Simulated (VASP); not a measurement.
# SiC: GW quasiparticle gap

Aim: the quasiparticle gap of SiC, and what it costs to get it. The cell has space group P6_3mc. The start is a cell from a database of measured crystal structures.

Method: r2SCAN; plane waves and PAW (Si_GW, C_GW), in the first sound run; inputs show where later runs differ, in VASP 6.6.1.

Most raw output is cut from this account.

### 1. Starting point

It takes space group P6_3mc (No. 186, hexagonal). The conventional cell has a = 3.079 Å, b = 3.079 Å, c = 20.146 Å, α = 90.00°, β = 90.00°, γ = 120.00°. Nearest to Si lie 4 C at 1.88 to 1.89 Å. Nearest to C lie 4 Si at 1.88 to 1.89 Å. Nearest to C lie 4 Si at 1.88 to 1.89 Å. Farther neighbours are not listed.

Coordinates:

```xyz
16
Lattice="3.0790 0.0000 0.0000 -1.5395 2.6665 0.0000 0.0000 0.0000 20.1460" Properties=species:S:1:pos:R:3 pbc="T T T"
Si    0.0000    1.7777    5.0365
Si    1.5395    0.8888   15.1095
Si    0.0000    1.7777   12.5913
Si    1.5395    0.8888    2.5183
Si    0.0000    0.0000    0.0000
Si    0.0000    0.0000   10.0730
Si    0.0000    1.7777   17.6277
Si    1.5395    0.8888    7.5548
C     0.0000    1.7777   19.5215
C     1.5395    0.8888    9.4485
C     0.0000    0.0000    1.8937
C     0.0000    0.0000   11.9667
C     0.0000    1.7777    6.9302
C     1.5395    0.8888   17.0032
C     0.0000    1.7777   14.4850
C     1.5395    0.8888    4.4120
```

### 2. Ground state

The orbitals come from a self-consistent r2SCAN run with a tight EDIFF and a narrow smearing. KPOINTS_OPT adds the bands along a path, which shows whether the mesh holds the band edges.

INCAR

```
SYSTEM = SiC
PREC = Accurate
ENCUT = 440
EDIFF = 1E-08
NELM = 100
ISMEAR = 0
SIGMA = 0.01
LREAL = .FALSE.
ALGO = Normal
METAGGA = R2SCAN
LASPH = .TRUE.
NBANDS = 48
LORBIT = 11
LWAVE = .TRUE.
LCHARG = .FALSE.
KPAR = 4
```

POSCAR

```
SiC
1.0
    3.0790000000      0.0000000000      0.0000000000
   -1.5395000000      2.6664922183      0.0000000000
    0.0000000000      0.0000000000     20.1460000000
Si C
8 8
Direct
    0.3333333333      0.6666666667      0.2500000000
    0.6666666667      0.3333333333      0.7500000000
    0.3333333333      0.6666666667      0.6250000000
    0.6666666667      0.3333333333      0.1250000000
    0.0000000000      0.0000000000      0.0000000000
    0.0000000000      0.0000000000      0.5000000000
    0.3333333333      0.6666666667      0.8750000000
    0.6666666667      0.3333333333      0.3750000000
    0.3333333333      0.6666666667      0.9690000000
    0.6666666667      0.3333333333      0.4690000000
    0.0000000000      0.0000000000      0.0940000000
    0.0000000000      0.0000000000      0.5940000000
    0.3333333333      0.6666666667      0.3440000000
    0.6666666667      0.3333333333      0.8440000000
    0.3333333333      0.6666666667      0.7190000000
    0.6666666667      0.3333333333      0.2190000000
```

KPOINTS

```
Automatic mesh
0
Gamma
6 6 1
0 0 0
```

KPOINTS_OPT

```
Line mode
8
Line-mode
Reciprocal
  0.00000000   0.00000000   0.00000000 GAMMA
  0.50000000   0.00000000   0.00000000 M

  0.50000000   0.00000000   0.00000000 M
  0.33333333   0.33333333   0.00000000 K

  0.33333333   0.33333333   0.00000000 K
  0.00000000   0.00000000   0.00000000 GAMMA

  0.00000000   0.00000000   0.00000000 GAMMA
  0.00000000   0.00000000   0.50000000 A

  0.00000000   0.00000000   0.50000000 A
  0.50000000   0.00000000   0.50000000 L

  0.50000000   0.00000000   0.50000000 L
  0.33333333   0.33333333   0.50000000 H

  0.33333333   0.33333333   0.50000000 H
  0.00000000   0.00000000   0.50000000 A

  0.50000000   0.00000000   0.50000000 L
  0.50000000   0.00000000   0.00000000 M

  0.33333333   0.33333333   0.00000000 K
  0.33333333   0.33333333   0.50000000 H
```

Potentials, in the order of the species: Si_GW and C_GW (PBE family, release 64).

Launch:

```bash
$ mpirun -np 8 vasp_std
```

It took 96 s on 8 MPI ranks of Intel Xeon 6975P-C (Granite Rapids), shared host; peak memory 2.1 GiB.

The PAW data sets were made with PBE, which is usual practice but a small mismatch for other functionals.

Numbers from this step:

```yaml
free_energy_toten: -154.5405 eV
fermi_energy: 7.783 eV
pressure: -1.559 GPa
least_gap_on_mesh_and_path: 2.143 eV
least_direct_gap_on_mesh_and_path: 3.296 eV
```

The highest empty bands on the path are converged less tightly, to about 0.1 eV. The electronic bands at the labelled points (eV, zero at the valence-band top; v1 is the highest filled band, c1 the lowest empty one):

```
          point     v4     v3     v2     v1    c1    c2    c3    c4
              Γ  -0.19   0.00   0.00   0.00  5.77  5.84  6.17  6.44
0.43 of the way  -0.79  -0.75  -0.49  -0.42  4.58  4.78  4.92  5.39
              M  -1.62  -1.58  -1.45  -1.15  2.14  2.35  3.29  3.53
0.43 of the way  -2.30  -2.04  -1.75  -1.55  3.02  3.44  4.28  4.65
              K  -2.58  -2.52  -2.23  -2.23  3.72  4.47  4.59  4.59
0.43 of the way  -2.18  -1.61  -1.08  -0.87  4.75  5.02  5.15  5.36
              Γ  -0.19   0.00   0.00   0.00  5.77  5.84  6.17  6.44
0.57 of the way  -0.11  -0.11  -0.02  -0.02  5.78  5.82  6.21  6.37
              A  -0.06  -0.06  -0.06  -0.06  5.80  5.80  6.28  6.28
0.43 of the way  -0.72  -0.72  -0.51  -0.51  4.64  4.64  5.17  5.17
              L  -1.67  -1.67  -1.28  -1.28  2.27  2.27  3.33  3.33
0.57 of the way  -2.19  -2.19  -1.84  -1.84  3.52  3.52  4.83  4.83
              H  -2.71  -2.71  -2.09  -2.09  4.04  4.04  4.41  4.41
0.57 of the way  -1.41  -1.41  -0.59  -0.59  5.57  5.57  5.63  5.63
              A  -0.06  -0.06  -0.06  -0.06  5.80  5.80  6.28  6.28
      jump to L  -1.67  -1.67  -1.28  -1.28  2.27  2.27  3.33  3.33
0.57 of the way  -1.78  -1.50  -1.44  -1.18  2.17  2.34  3.29  3.47
              M  -1.62  -1.58  -1.45  -1.15  2.14  2.35  3.29  3.53
      jump to K  -2.58  -2.52  -2.23  -2.23  3.72  4.47  4.59  4.59
0.43 of the way  -2.70  -2.56  -2.16  -2.16  3.78  4.36  4.50  4.50
              H  -2.71  -2.71  -2.09  -2.09  4.04  4.04  4.41  4.41
```

Of the projections kept (Si, C), the largest for each band there; the rest of the weight can lie on other orbitals:

```csv
point,v4,v3,v2,v1,c1,c2,c3,c4
Γ,C 0.73,C 0.74,C 0.74,C 0.74,Si 0.65,Si 0.65,Si 0.65,Si 0.64
M,C 0.64,C 0.64,C 0.64,C 0.66,Si 0.66,Si 0.70,Si 0.78,Si 0.63
K,C 0.59,C 0.60,C 0.60,C 0.60,Si 0.76,Si 0.61,Si 0.67,Si 0.67
Γ,C 0.73,C 0.74,C 0.74,C 0.74,Si 0.65,Si 0.65,Si 0.65,Si 0.64
A,C 0.74,C 0.74,C 0.74,C 0.74,Si 0.65,Si 0.65,Si 0.65,Si 0.65
L,C 0.63,C 0.63,C 0.66,C 0.66,Si 0.67,Si 0.67,Si 0.73,Si 0.73
```

The cell has a gap of 2.14 eV on mesh and path. Forces of up to 0.17 eV/Å remain in these settings.

### 3. Empty bands, functional r2SCAN

ALGO = Exact makes the empty bands from the converged ground state in one step. LOPTICS writes the k-derivatives of the orbitals (WAVEDER), which give the long-wavelength limit of the screening.

INCAR

```
SYSTEM = SiC
PREC = Accurate
ENCUT = 440
ISMEAR = 0
SIGMA = 0.01
LREAL = .FALSE.
METAGGA = R2SCAN
LASPH = .TRUE.
NBANDS = 624
ALGO = Exact
NELM = 1
LWAVE = .TRUE.
LCHARG = .FALSE.
LOPTICS = .TRUE.
NEDOS = 1000
CSHIFT = 0.1
```

POSCAR is that of step 2.

KPOINTS is that of step 2.

Launch:

```bash
$ mpirun -np 8 vasp_std
```

Elapsed: 70 s, on 8 MPI ranks; peak memory 3.8 GiB.

The gap is read on the k-mesh alone, so it is an upper bound where the band edges lie off the mesh.

A gap read on the k-mesh alone can miss the band edges.

This step gave:

- gap on the k-mesh: 2.143 eV
- least direct gap on the k-mesh: 3.296 eV

WAVECAR now holds 624 bands for 64 electrons. Its independent-particle dielectric tensor has xx, yy, zz = 6.9, 6.9, 6.7 on this mesh, which isn't tested for convergence in mesh or bands and lacks local fields.

### 4. evGW0

This step: evGW0 on r2SCAN; plane waves and PAW (Si_GW, C_GW) (VASP 6.6.1).

The lowest NBANDSGW levels in G are updated for four passes while W stays fixed, so the result depends less on the starting levels.

INCAR

```
SYSTEM = SiC
PREC = Accurate
ENCUT = 440
ISMEAR = 0
SIGMA = 0.01
LREAL = .FALSE.
METAGGA = R2SCAN
LASPH = .TRUE.
NBANDS = 624
ALGO = EVGW0
NELMGW = 4
ENCUTGW = 140
NOMEGA = 48
PRECFOCK = Fast
NBANDSGW = 40
LWAVE = .FALSE.
LCHARG = .FALSE.
```

POSCAR is that of step 3.

KPOINTS is that of step 3.

Launch:

```bash
$ mpirun -np 8 vasp_std
```

The job ended after 23 min (8 MPI ranks; peak memory 5.9 GiB).

Numbers from this step:

- quasiparticle gap on the mesh: 2.827 eV
- smallest direct quasiparticle gap on the mesh: 4.067 eV
- gap of the starting orbitals on the mesh: 2.143 eV

QP gap by iteration, by row:

```
iteration  gap (eV)  direct gap (eV)
        1     2.734            3.961
        2     2.814            4.051
        3     2.826            4.065
        4     2.828            4.067
```

GW takes the gap from 2.143 to 2.827 eV. The value holds for 624 bands, ENCUTGW = 140 eV and this mesh, and isn't shown to be converged in them.

### 5. Orbitals for another starting point

This step: PBE; plane waves and PAW (Si_GW, C_GW) (VASP 6.6.1).

A hybrid converges faster from good orbitals, so a cheap PBE run writes WAVECAR first.

INCAR

```
SYSTEM = SiC
PREC = Accurate
ENCUT = 440
EDIFF = 1E-05
NELM = 100
ISMEAR = 0
SIGMA = 0.01
LREAL = .FALSE.
ALGO = Normal
GGA = PE
NBANDS = 48
LORBIT = 11
LWAVE = .TRUE.
LCHARG = .FALSE.
KPAR = 4
NCORE = 2
```

POSCAR is that of step 4.

KPOINTS is that of step 4.

Launch:

```bash
$ mpirun -np 8 vasp_std
```

Wall time 6.6 s (8 MPI ranks); peak memory 1.5 GiB.

Numbers from this step:

```
free energy (TOTEN)            : -120.3101 eV
Fermi energy                   : 7.857 eV
pressure                       : 2.273 GPa
gap on the k-mesh              : 1.770 eV
least direct gap on the k-mesh : 2.864 eV
```

The run ends at a pressure of 2.27 GPa, with forces up to 0.16 eV/Å.

### 6. Another starting point

This step: HSE06; plane waves and PAW (Si_GW, C_GW) (VASP 6.6.1).

To see how much the result owes to its start, the ground state is made again with HSE06. EDIFF is tight for accurate orbitals, and a narrow smearing avoids fractional occupations.

INCAR

```
SYSTEM = SiC
PREC = Accurate
ENCUT = 440
EDIFF = 1E-08
NELM = 100
ISMEAR = 0
SIGMA = 0.01
LREAL = .FALSE.
ALGO = Normal
LHFCALC = .TRUE.
AEXX = 0.25
GGA = PE
HFSCREEN = 0.2
LASPH = .TRUE.
NBANDS = 48
PRECFOCK = Fast
LORBIT = 11
LWAVE = .TRUE.
LCHARG = .FALSE.
KPAR = 4
```

POSCAR is that of step 5.

KPOINTS is that of step 5.

The WAVECAR or CHGCAR of an earlier step is read.

Launch:

```bash
$ mpirun -np 8 vasp_std
```

Elapsed: 8.1 min, on 8 MPI ranks; peak memory 2.8 GiB; 65 min of CPU time.

Numbers from this step:

```
free energy (TOTEN)            : -139.4039 eV
Fermi energy                   : 7.321 eV
gap on the k-mesh              : 2.676 eV
least direct gap on the k-mesh : 3.886 eV
```

### 7. Empty bands, functional HSE06

The next step needs empty bands that the ground-state run didn't converge, so the Hamiltonian is diagonalised exactly for NBANDS bands, in a single step. LOPTICS writes the k-derivatives of the orbitals (WAVEDER), which give the long-wavelength limit of the screening.

INCAR

```
SYSTEM = SiC
PREC = Accurate
ENCUT = 440
ISMEAR = 0
SIGMA = 0.01
LREAL = .FALSE.
LHFCALC = .TRUE.
AEXX = 0.25
GGA = PE
HFSCREEN = 0.2
LASPH = .TRUE.
NBANDS = 624
PRECFOCK = Fast
ALGO = Exact
NELM = 1
LWAVE = .TRUE.
LCHARG = .FALSE.
LOPTICS = .TRUE.
NEDOS = 1000
CSHIFT = 0.1
```

POSCAR is that of step 6.

KPOINTS is that of step 6.

The run starts from files that an earlier step left in the folder.

Launch:

```bash
$ mpirun -np 8 vasp_std
```

It took 25 min on 8 MPI ranks; peak memory 6.2 GiB; 3.3 h of CPU time.

### 8. G0W0

This step: G0W0 on HSE06; plane waves and PAW (Si_GW, C_GW) (VASP 6.6.1).

G0W0 keeps orbitals and screening fixed and shifts each of the lowest NBANDSGW levels once.

INCAR

```
SYSTEM = SiC
PREC = Accurate
ENCUT = 440
ISMEAR = 0
SIGMA = 0.01
LREAL = .FALSE.
LHFCALC = .TRUE.
AEXX = 0.25
GGA = PE
HFSCREEN = 0.2
LASPH = .TRUE.
NBANDS = 624
PRECFOCK = Fast
ALGO = EVGW0
NELMGW = 1
ENCUTGW = 140
NOMEGA = 48
NBANDSGW = 40
LWAVE = .FALSE.
LCHARG = .FALSE.
```

POSCAR is that of step 7.

KPOINTS is that of step 7.

The run starts from files that an earlier step left in the folder.

Launch:

```bash
$ mpirun -np 8 vasp_std
```

Elapsed: 7.5 min, on 8 MPI ranks; peak memory 6.5 GiB; 59 min of CPU time.

This step gave:

```
quasiparticle gap on the mesh                 : 2.948 eV
smallest direct quasiparticle gap on the mesh : 4.187 eV
gap of the starting orbitals on the mesh      : 2.676 eV
```

GW takes the gap from 2.676 to 2.948 eV. That is +215 meV against the one-shot pass on r2SCAN. The value holds for 624 bands, ENCUTGW = 140 eV and this mesh, and isn't shown to be converged in them.

### 9. Summary

This step: GW series: evGW0 on r2SCAN, G0W0 on HSE06; plane waves and PAW (VASP 6.6.1).

No new run; the numbers come from the runs before.

Cost is wall time times ranks on a shared host, with the step that makes the empty bands. GW runs:

| level | bands | ENCUTGW (eV) | NOMEGA | k mesh | starting gap (eV) | quasiparticle gap (eV) | direct gap (eV) | cost (core minutes) |
| --- | --- | --- | --- | --- | --- | --- | --- | --- |
| evGW0 on r2SCAN | 624 | 140 | 48 | 6x6x1 | 2.143 | 2.828 | 4.067 | 196.3 |
| G0W0 on HSE06 | 624 | 140 | 48 | 6x6x1 | 2.676 | 2.948 | 4.187 | 259.9 |

### 10. What came out

| Property | Result |
| --- | --- |
| evGW0 on r2SCAN, 624 bands, ENCUTGW 140 eV, NOMEGA 48, mesh 6×6×1 | 2.143 → 2.827 eV |
| G0W0 on HSE06, 624 bands, ENCUTGW 140 eV, NOMEGA 48, mesh 6×6×1 | 2.676 → 2.948 eV |

evGW0 gives a quasiparticle gap of 2.827 eV on the mesh, 0.68 eV over the r2SCAN gap on the same mesh. On mesh and path the starting valence top lies at Γ and the conduction bottom at (0.5, 0, 0), so the starting gap is indirect. Both points lie on the GW mesh. Over the final values of the levels run here the gap spans 2.83 to 2.95 eV. In evGW0 the first pass, which is the one-shot result, gives 2.734 eV and pass 4 gives 2.828 eV; the last pass changed the gap by +2 meV, so the loop is converged. One-shot gaps: 2.734 eV from r2SCAN and 2.948 eV from HSE06. The starting gaps span 0.53 eV and the one-shot gaps 0.21 eV. Bands, response cutoff and mesh weren't tested for convergence. The atoms weren't relaxed and carry forces of up to 0.17 eV/Å at r2SCAN in the first static run, so the numbers belong to the given coordinates, and a relaxation would change them. Not tabulated here, as repeats of values shown or as unfit to read for their mesh, reference level or band range: eps2 curves (empty bands); eps1 curves and static values (empty bands); gaps (empty bands).

[Lines on the potential files, build, host, timing and source positions are cut from VASP's logs without a mark.]

[Logs are printed without paths, hosts, clocks, repeated set-up lines and the standing remarks that a program may print on its own settings, such as how far it seeks lower states.]

[Hosts, paths, dates, database ids (printed as entryN), source tags and the programs' standing remarks are cut or masked in the printed files.]

[Pressures printed for these runs are not shown converged in the cutoff: they can be off by several GPa and have the wrong sign.]
